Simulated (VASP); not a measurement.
# NiMoIrPdW: band structure with BLYP

NiMoIrPdW:

```
Ni Mo Pd Ir W
1.0
     2.81335   -0.00001    0.00000
    -1.40668    2.43642    0.00000
     0.00000    0.00000   11.49807
Ni Mo Pd Ir W
1 1 1 1 1
Cartesian
  -1.4067 2.4364 8.1360
  1.4067 0.8121 3.4090
  1.4067 0.8121 10.3197
  -1.4067 2.4364 1.2302
  1.4067 0.8121 6.0835
```

The cell was built by a generator and needn't be a form met in nature.

```json
{"Program": "VASP 6.6.1", "Task": "band structure", "Functional": "BLYP", "Potentials or basis": "VASP PAW PBE potentials, release 64 (Ni, Mo_sv, Pd, Ir, W_sv)", "Cutoff": "520 eV", "k mesh": "11 × 11 × 3", "Occupations": "fermi-dirac, width 0.05 eV", "Spin": "collinear spin, ferromagnetic start", "Starting moments": "[1.0, 1.0, 0.0, 0.6, 0.0] μB", "Further INCAR settings": "ALGO = Fast; EDIFF = 1e-06"}
```

```
Band gap along the path : none (metal or under the smearing width)
Net moment              : 0.00 μB per cell
```

Levels at the corners of the path, in eV from the Fermi level:
Spin up:
| point | band 26 | band 27 | band 28 | band 29 | band 30 | band 31 |
| --- | --- | --- | --- | --- | --- | --- |
| Γ | -1.38 | -0.82 | -0.82 | -0.68 | -0.12 | -0.12 |
| M | -0.29 | -0.04 | 0.89 | 1.06 | 1.11 | 2.02 |
| M | -0.29 | -0.04 | 0.89 | 1.06 | 1.11 | 2.02 |
| K | -0.28 | -0.07 | -0.01 | 0.02 | 0.20 | 0.94 |
| K | -0.28 | -0.07 | -0.01 | 0.02 | 0.20 | 0.94 |
| Γ | -1.38 | -0.82 | -0.82 | -0.68 | -0.12 | -0.12 |
| Γ | -1.38 | -0.82 | -0.82 | -0.68 | -0.12 | -0.12 |
| A | -1.30 | -0.91 | -0.91 | -0.89 | -0.02 | -0.02 |
| A | -1.30 | -0.91 | -0.91 | -0.89 | -0.02 | -0.02 |
| L | -0.04 | 0.32 | 0.92 | 0.93 | 1.17 | 1.37 |
| L | -0.04 | 0.32 | 0.92 | 0.93 | 1.17 | 1.37 |
| H | -0.29 | -0.07 | -0.02 | 0.19 | 0.26 | 0.96 |
| H | -0.29 | -0.07 | -0.02 | 0.19 | 0.26 | 0.96 |
| A | -1.30 | -0.91 | -0.91 | -0.89 | -0.02 | -0.02 |
| L | -0.04 | 0.32 | 0.92 | 0.93 | 1.17 | 1.37 |
| M | -0.29 | -0.04 | 0.89 | 1.06 | 1.11 | 2.02 |
| K | -0.28 | -0.07 | -0.01 | 0.02 | 0.20 | 0.94 |
| H | -0.29 | -0.07 | -0.02 | 0.19 | 0.26 | 0.96 |
Spin down:
```csv
point,band 25,band 26,band 27,band 28,band 29,band 30,band 31,band 32
Γ,-1.38,-1.38,-0.82,-0.82,-0.68,-0.12,-0.12,0.20
M,-0.36,-0.29,-0.04,0.89,1.06,1.11,2.02,2.25
M,-0.36,-0.29,-0.04,0.89,1.06,1.11,2.02,2.25
K,-0.43,-0.28,-0.07,-0.01,0.02,0.20,0.94,1.27
K,-0.43,-0.28,-0.07,-0.01,0.02,0.20,0.94,1.27
Γ,-1.38,-1.38,-0.82,-0.82,-0.68,-0.12,-0.12,0.20
Γ,-1.38,-1.38,-0.82,-0.82,-0.68,-0.12,-0.12,0.20
A,-1.30,-1.30,-0.91,-0.91,-0.89,-0.02,-0.02,0.14
A,-1.30,-1.30,-0.91,-0.91,-0.89,-0.02,-0.02,0.14
L,-0.36,-0.04,0.32,0.92,0.93,1.17,1.37,2.56
L,-0.36,-0.04,0.32,0.92,0.93,1.17,1.37,2.56
H,-0.43,-0.29,-0.07,-0.02,0.19,0.26,0.96,1.01
H,-0.43,-0.29,-0.07,-0.02,0.19,0.26,0.96,1.01
A,-1.30,-1.30,-0.91,-0.91,-0.89,-0.02,-0.02,0.14
L,-0.36,-0.04,0.32,0.92,0.93,1.17,1.37,2.56
M,-0.36,-0.29,-0.04,0.89,1.06,1.11,2.02,2.25
K,-0.43,-0.28,-0.07,-0.01,0.02,0.20,0.94,1.27
H,-0.43,-0.29,-0.07,-0.02,0.19,0.26,0.96,1.01
```

Run time: 6.9 min on 4 MPI ranks on Intel(R) Xeon(R) Platinum 8488C (Sapphire Rapids), on a shared host, peak memory 0.92 GiB a rank.

Caveat: the log is that of the step along the path at fixed density, whose energy, stress, charges and moments have no meaning; spin-orbit coupling is left out, which moves the levels of the heavy elements.
